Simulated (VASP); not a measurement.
Given:

```
CELL_PARAMETERS angstrom
      0.00000     2.43500     2.43500
      2.43500     0.00000     2.43500
      2.43500     2.43500     0.00000
ATOMIC_POSITIONS crystal
  Be 0.00000 0.00000 0.00000
  S  0.25000 0.25000 0.25000
```

Level of theory: G0W0 on PBE orbitals, VASP's PBE PAW potentials (set 64) (plane waves; VASP). Run with PREC = Normal, 500 eV cut-off, 6×6×6 Γ-centred mesh, Gaussian smearing of 0.010 eV, potentials Be_sv_GW S_GW.

The mesh is coarse and the basis finite, so the quasiparticle values are not converged.

NBANDS = 120, ENCUTGW = 180 eV, NOMEGA = 64. The PBE levels (eV) that the step starts from are:

| state | KS energy | filling |
|---|---|---|
| k1 (0.00, 0.00, 0.00), band 2 | -9.68 | 2 |
| k1 (0.00, 0.00, 0.00), band 3 | 3.90 | 2 |
| k1 (0.00, 0.00, 0.00), band 4 | 3.90 | 2 |
| k1 (0.00, 0.00, 0.00), band 5 | 3.90 | 2 |
| k1 (0.00, 0.00, 0.00), band 6 | 9.54 | 0 |
| k1 (0.00, 0.00, 0.00), band 7 | 9.54 | 0 |
| k1 (0.00, 0.00, 0.00), band 8 | 9.54 | 0 |
| k1 (0.00, 0.00, 0.00), band 9 | 9.73 | 0 |
| k2 (0.17, 0.00, 0.00), band 2 | -9.38 | 2 |
| k2 (0.17, 0.00, 0.00), band 3 | 2.04 | 2 |
| k2 (0.17, 0.00, 0.00), band 4 | 3.58 | 2 |
| k2 (0.17, 0.00, 0.00), band 5 | 3.58 | 2 |
| k2 (0.17, 0.00, 0.00), band 6 | 9.46 | 0 |
| k2 (0.17, 0.00, 0.00), band 7 | 10.10 | 0 |
| k2 (0.17, 0.00, 0.00), band 8 | 10.10 | 0 |
| k2 (0.17, 0.00, 0.00), band 9 | 11.71 | 0 |
| k3 (0.33, 0.00, 0.00), band 2 | -8.63 | 2 |
| k3 (0.33, 0.00, 0.00), band 3 | -0.58 | 2 |
| k3 (0.33, 0.00, 0.00), band 4 | 3.08 | 2 |
| k3 (0.33, 0.00, 0.00), band 5 | 3.08 | 2 |
| k3 (0.33, 0.00, 0.00), band 6 | 9.41 | 0 |
| k3 (0.33, 0.00, 0.00), band 7 | 10.52 | 0 |
| k3 (0.33, 0.00, 0.00), band 8 | 10.52 | 0 |
| k3 (0.33, 0.00, 0.00), band 9 | 14.21 | 0 |

Problem. Give the quasiparticle energies and renormalisation factors Z.

Solution. 
| state | QP energy (eV) | Z |
|---|---|---|
| k1 (0.00, 0.00, 0.00), band 2 | -11.07 | 0.74 |
| k1 (0.00, 0.00, 0.00), band 3 | 2.85 | 0.79 |
| k1 (0.00, 0.00, 0.00), band 4 | 2.85 | 0.79 |
| k1 (0.00, 0.00, 0.00), band 5 | 2.85 | 0.79 |
| k1 (0.00, 0.00, 0.00), band 6 | 10.34 | 0.80 |
| k1 (0.00, 0.00, 0.00), band 7 | 10.34 | 0.80 |
| k1 (0.00, 0.00, 0.00), band 8 | 10.34 | 0.80 |
| k1 (0.00, 0.00, 0.00), band 9 | 10.27 | 0.80 |
| k2 (0.17, 0.00, 0.00), band 2 | -10.74 | 0.74 |
| k2 (0.17, 0.00, 0.00), band 3 | 0.88 | 0.78 |
| k2 (0.17, 0.00, 0.00), band 4 | 2.52 | 0.79 |
| k2 (0.17, 0.00, 0.00), band 5 | 2.52 | 0.79 |
| k2 (0.17, 0.00, 0.00), band 6 | 10.12 | 0.80 |
| k2 (0.17, 0.00, 0.00), band 7 | 10.91 | 0.80 |
| k2 (0.17, 0.00, 0.00), band 8 | 10.91 | 0.80 |
| k2 (0.17, 0.00, 0.00), band 9 | 12.42 | 0.79 |
| k3 (0.33, 0.00, 0.00), band 2 | -9.92 | 0.74 |
| k3 (0.33, 0.00, 0.00), band 3 | -1.95 | 0.77 |
| k3 (0.33, 0.00, 0.00), band 4 | 1.98 | 0.78 |
| k3 (0.33, 0.00, 0.00), band 5 | 1.98 | 0.78 |
| k3 (0.33, 0.00, 0.00), band 6 | 10.04 | 0.80 |
| k3 (0.33, 0.00, 0.00), band 7 | 11.32 | 0.80 |
| k3 (0.33, 0.00, 0.00), band 8 | 11.32 | 0.80 |
| k3 (0.33, 0.00, 0.00), band 9 | 14.90 | 0.78 |
On the mesh the gap opens from 3.12 to 4.60 eV.

The compound is BeS in the zinc blende structure. The cell was not relaxed at this level.
